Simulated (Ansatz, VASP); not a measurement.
# CO2 in two plane-wave programs

Aim: how closely do two programs agree when they are given the same cell, functional and k mesh? The cell is taken from a series of runs on this material, whose earlier steps may have relaxed, scaled, displaced or heated it; both programs get it as it stands.

Calculated with Ansatz 0.2.0; plane waves, with VASP 6.6.1 beside it; G0W0 gap at PBE.

## (1) Starting point

Symmetry: Pa-3, No. 205, cubic system. The conventional cell has a = 5.497 Å, b = 5.497 Å, c = 5.497 Å, α = 90.00°, β = 90.00°, γ = 90.00°. C has 2 O at 1.17 Å nearest. Nearest to O lie 1 C at 1.17 Å. Farther neighbours and most contacts between anions are not listed.

## (2) VASP: G0W0 gap, PBE

Quasiparticle shifts depend on high empty states and on the cores, so they are the hardest test of two PAW sets.

Lines of VASP's logs that name or quote its potential files are left out, and so is its time.

The run reads the wave functions of an earlier VASP run, which isn't shown here.

File INCAR:

```
SYSTEM = CO2
PREC = Accurate
ENCUT = 440
ISMEAR = 0
SIGMA = 0.01
LREAL = .FALSE.
GGA = PE
NBANDS = 724
ALGO = EVGW0
NELMGW = 1
ENCUTGW = 150
NOMEGA = 64
PRECFOCK = Fast
NBANDSGW = 40
LWAVE = .FALSE.
LCHARG = .FALSE.
```

File POSCAR:

```
CO2
1.0
    5.4970732800      0.0000000000      0.0000000000
    0.0000000000      5.4970732800      0.0000000000
    0.0000000000      0.0000000000      5.4970732800
C O
4 8
Direct
    0.0000000000      0.0000000000      0.0000000000
    0.5000000000      0.0000000000      0.5000000000
    0.5000000000      0.5000000000      0.0000000000
    0.0000000000      0.5000000000      0.5000000000
    0.1225369800      0.1225369800      0.1225369800
    0.3774630200      0.8774630200      0.6225369800
    0.6225369800      0.3774630200      0.8774630200
    0.8774630200      0.6225369800      0.3774630200
    0.8774630200      0.8774630200      0.8774630200
    0.6225369800      0.1225369800      0.3774630200
    0.3774630200      0.6225369800      0.1225369800
    0.1225369800      0.3774630200      0.6225369800
```

File KPOINTS:

```
Automatic mesh
0
Gamma
2 2 2
0 0 0
```

PAW data sets: C_GW and O_GW (PBE family, release 64).

On the command line:

```console
> export OMP_NUM_THREADS=4
> mpirun -np 1 vasp_std
```

Numbers of over 12 decimals in the logs are rounded to 6 here.

Output:

```text
[banner, memory and clock lines left out]
running    1 mpi-ranks, on    1 nodes
 distrk:  each k-point on    1 cores,    1 groups
 distr:  one band on    1 cores,    1 groups
 Offloading initialized ...    1 GPUs detected
 POSCAR found type information on POSCAR C O
 POSCAR found :  2 types and      12 ions
|                                                                             |
|           W    W    AA    RRRRR   N    N  II  N    N   GGGG   !!!           |
|           W    W   A  A   R    R  NN   N  II  NN   N  G    G  !!!           |
|           W    W  A    A  R    R  N N  N  II  N N  N  G       !!!           |
|           W WW W  AAAAAA  RRRRR   N  N N  II  N  N N  G  GGG   !            |
|           WW  WW  A    A  R   R   N   NN  II  N   NN  G    G                |
|           W    W  A    A  R    R  N    N  II  N    N   GGGG   !!!           |
|                                                                             |
|     The default for ENCUTGWSOFT is different in this version of VASP.       |
|     please manually set ENCUTGWSOFT =150 in the INCAR file.                 |
|                                                                             |

 LDA part: xc-table for (Slater+PW92), standard interpolation
 found WAVECAR, reading the header
 POSCAR, INCAR and KPOINTS ok, starting setup
 FFT: planning ... GRIDC
 FFT: planning ... GRID_SOFT
 FFT: planning ... GRID
 reading WAVECAR
 the WAVECAR file was read successfully
 initial charge from wavefunction
 available memory per node:   1686.18 GB, setting MAXMEM to   1726652

 The Fermi energy was updated, please check that it is located mid-gap
 values below the HOMO (VB) or above the LUMO (CB) will cause erroneous energies
 E-fermi :   0.1584

 calculate exact exchange contribution
 the WAVEDER file was read successfully
energies w=
    0.000    0.000    0.616    0.000    1.231    0.000    1.843    0.000
    2.450    0.000    3.053    0.000    3.650    0.000    4.239    0.000
    4.822    0.000    5.396    0.000    5.963    0.000    6.521    0.000
    7.072    0.000    7.616    0.000    8.153    0.000    8.683    0.000
    9.208    0.000    9.728    0.000   10.245    0.000   10.758    0.000
   11.270    0.000   11.781    0.000   12.292    0.000   12.804    0.000
   13.319    0.000   13.839    0.000   14.363    0.000   14.895    0.000
   15.436    0.000   15.987    0.000   16.550    0.000   17.128    0.000
   17.723    0.000   18.336    0.000   18.972    0.000   19.633    0.000
   20.323    0.000   21.046    0.000   21.806    0.000   22.609    0.000
   23.461    0.000   24.368    0.000   25.340    0.000   26.386    0.000
   27.518    0.000   28.750    0.000   30.100    0.000   31.586    0.000
   33.237    0.000   35.083    0.000   37.165    0.000   39.535    0.000
   42.262    0.000   45.434    0.000   49.174    0.000   53.653    0.000
   59.112    0.000   65.914    0.000   74.618    0.000   86.140    0.000
  102.094    0.000  125.605    0.000  163.629    0.000  235.400    0.000
 responsefunction array rank=     739
 LDA part: xc-table for (Slater+PW92), standard interpolation

 min. memory requirement per mpi rank   1558.7 MB, per node   1558.7 MB

 allocating  64 responsefunctions rank=   739
 shmem allocating  64 responsefunctions rank=   739
 response function shared by NCSHMEM nodes    1
 Doing            64  frequencies on each core in blocks of            64
NQ=   1    0.0000    0.0000    0.0000,
|.........|.........|.........|.........|.........|.........|.........|.........
 performed        585000 updates of chi_q(r,r)
 total number of BLAS operations       2560.15 Gflops
NQ=   2    0.5000    0.0000    0.0000,
|.........|.........|.........|.........|.........|.........|.........|.........
 performed       1402000 updates of chi_q(r,r)
 total number of BLAS operations       5602.67 Gflops
NQ=   3    0.5000    0.5000    0.0000,
|.........|.........|.........|.........|.........|.........|.........|.........
 performed       2219000 updates of chi_q(r,r)
 total number of BLAS operations       8627.37 Gflops
NQ=   4    0.5000    0.5000    0.5000,
|.........|.........|.........|.........|.........|.........|.........|.........
 performed       2804000 updates of chi_q(r,r)
 total number of BLAS operations      10744.34 Gflops
 resolving degeneracies of screened two electron integrals

 calculate QP shifts <psi_nk| G(iteration)W_0 |psi_nk>: iteration 1
 entering main loop
```

OUTCAR, selected parts (step 2):

```text
ion  position               nearest neighbor table
   1  0.000  0.000  0.000-   5 1.17   9 1.17
   2  0.500  0.000  0.500-   6 1.17  10 1.17
   3  0.500  0.500  0.000-   7 1.17  11 1.17
   4  0.000  0.500  0.500-   8 1.17  12 1.17
   5  0.123  0.123  0.123-   1 1.17
   6  0.377  0.877  0.623-   2 1.17
   7  0.623  0.377  0.877-   3 1.17
   8  0.877  0.623  0.377-   4 1.17
   9  0.877  0.877  0.877-   1 1.17
  10  0.623  0.123  0.377-   2 1.17
  11  0.377  0.623  0.123-   3 1.17
  12  0.123  0.377  0.623-   4 1.17

  LATTYP: Found a simple cubic cell.
 ALAT       =     5.4970732800

 Subroutine GETGRP returns: Found 24 space group operations
 (whereof  6 operations were pure point group operations)

The static configuration has the point symmetry S_6 .
 The point group associated with its full space group is T_h .

 Found      4 irreducible k-points:

   k-points           NKPTS =      4   k-points in BZ     NKDIM =      8   number of bands    NBANDS=    724

   dimension x,y,z NGX =    40 NGY =   40 NGZ =   40
   dimension x,y,z NGXF=    80 NGYF=   80 NGZF=   80

   ENCUT  =  440.0 eV  32.34 Ry    5.69 a.u.   9.40  9.40  9.40*2*pi/ulx,y,z

   NELECT =      64.0000    total number of electrons

  energy-cutoff  :      440.00
  volume of cell :      166.11
      direct lattice vectors                 reciprocal lattice vectors
     5.497073280  0.000000000  0.000000000     0.181914984  0.000000000  0.000000000
     0.000000000  5.497073280  0.000000000     0.000000000  0.181914984  0.000000000
     0.000000000  0.000000000  5.497073280     0.000000000  0.000000000  0.181914984

 k-points in reciprocal lattice and weights: Automatic mesh
   0.00000000  0.00000000  0.00000000       0.125
   0.50000000  0.00000000  0.00000000       0.375
   0.50000000  0.50000000  0.00000000       0.375
   0.50000000  0.50000000  0.50000000       0.125

 E-fermi :   0.1584

 QP shifts <psi_nk| G(iteration)W_0 |psi_nk>: iteration 1
 for sc-GW calculations column KS-energies equals QP-energies in previous step
 and V_xc(KS)=  KS-energies - (<T + V_ion + V_H > + <T+V_H+V_ion>^1  + <V_x>^1)
 k-point   1 :       0.0000    0.0000    0.0000
  band No.  KS-energies  QP-energies   sigma(KS)   V_xc(KS)     V^pw_x(r,r')   Z            occupation Imag(sigma)
    ...
     29      -3.4875      -5.6691     -22.0421     -19.3546     -24.7628       0.8118       2.0000       0.0450
     30      -3.4875      -5.6691     -22.0421     -19.3546     -24.7628       0.8118       2.0000       0.0450
     31      -3.2637      -5.3891     -22.3635     -19.7452     -25.0731       0.8117       2.0000       0.0451
     32      -3.2637      -5.3891     -22.3635     -19.7452     -25.0731       0.8117       2.0000       0.0451
     33       3.5806       5.1074      -8.6301     -10.3790      -5.5512       0.8730       0.0000      -0.0480
     34       4.6932       7.6607     -12.6767     -16.2356      -9.9141       0.8338       0.0000      -0.0551
     35       4.6932       7.6607     -12.6767     -16.2356      -9.9141       0.8338       0.0000      -0.0551
     36       4.6932       7.6607     -12.6767     -16.2356      -9.9141       0.8338       0.0000      -0.0551
    ...

 k-point   2 :       0.5000    0.0000    0.0000
  band No.  KS-energies  QP-energies   sigma(KS)   V_xc(KS)     V^pw_x(r,r')   Z            occupation Imag(sigma)
    ...
     29      -3.6058      -5.8097     -21.9060     -19.1891     -24.6422       0.8112       2.0000       0.0452
     30      -3.6058      -5.8097     -21.9060     -19.1891     -24.6422       0.8112       2.0000       0.0452
     31      -3.3476      -5.4900     -22.2670     -19.6279     -24.9852       0.8118       2.0000       0.0452
     32      -3.3476      -5.4900     -22.2670     -19.6279     -24.9852       0.8118       2.0000       0.0452
     33       4.6273       7.4722     -12.1372     -15.5323      -9.2833       0.8379       0.0000      -0.0549
     34       4.6273       7.4722     -12.1372     -15.5323      -9.2833       0.8379       0.0000      -0.0549
     35       4.8811       7.6892     -11.9749     -15.3269      -8.9966       0.8377       0.0000      -0.0563
     36       4.8811       7.6892     -11.9749     -15.3269      -8.9966       0.8377       0.0000      -0.0563
    ...

 k-point   3 :       0.5000    0.5000    0.0000
  band No.  KS-energies  QP-energies   sigma(KS)   V_xc(KS)     V^pw_x(r,r')   Z            occupation Imag(sigma)
    ...
     29      -3.5734      -5.7705     -21.9507     -19.2443     -24.6882       0.8118       2.0000       0.0454
     30      -3.5734      -5.7705     -21.9507     -19.2443     -24.6882       0.8118       2.0000       0.0454
     31      -3.5734      -5.7705     -21.9507     -19.2443     -24.6882       0.8118       2.0000       0.0454
     32      -3.5734      -5.7705     -21.9507     -19.2443     -24.6882       0.8118       2.0000       0.0454
     33       4.6258       7.4355     -12.0457     -15.3929      -9.1907       0.8394       0.0000      -0.0546
     34       4.6258       7.4355     -12.0457     -15.3929      -9.1907       0.8394       0.0000      -0.0546
     35       4.6258       7.4355     -12.0457     -15.3929      -9.1907       0.8394       0.0000      -0.0546
     36       4.6258       7.4355     -12.0457     -15.3929      -9.1907       0.8394       0.0000      -0.0546
    ...

 k-point   4 :       0.5000    0.5000    0.5000
  band No.  KS-energies  QP-energies   sigma(KS)   V_xc(KS)     V^pw_x(r,r')   Z            occupation Imag(sigma)
    ...
     29      -3.6244      -5.8372     -21.7961     -19.0694     -24.5176       0.8116       2.0000       0.0450
     30      -3.6244      -5.8372     -21.7961     -19.0694     -24.5176       0.8116       2.0000       0.0450
     31      -3.6244      -5.8372     -21.7961     -19.0694     -24.5176       0.8116       2.0000       0.0450
     32      -3.6244      -5.8372     -21.7961     -19.0694     -24.5176       0.8116       2.0000       0.0450
     33       4.6190       7.5666     -12.5801     -16.1072      -9.8262       0.8357       0.0000      -0.0545
     34       4.6190       7.5666     -12.5801     -16.1072      -9.8262       0.8357       0.0000      -0.0545
     35       4.6190       7.5666     -12.5801     -16.1072      -9.8262       0.8357       0.0000      -0.0545
     36       4.6190       7.5666     -12.5801     -16.1072      -9.8262       0.8357       0.0000      -0.0545
    ...
```

[end of part 1 of 2]

[Lines on the potential files, build, host, timing and source positions are cut from VASP's logs without a mark.]

[Logs are printed without paths, hosts, clocks, repeated set-up lines and the standing remarks that a program may print on its own settings, such as how far it seeks lower states.]

[Hosts, paths, dates, database ids (printed as entryN), source tags and the programs' standing remarks are cut or masked in the printed files.]
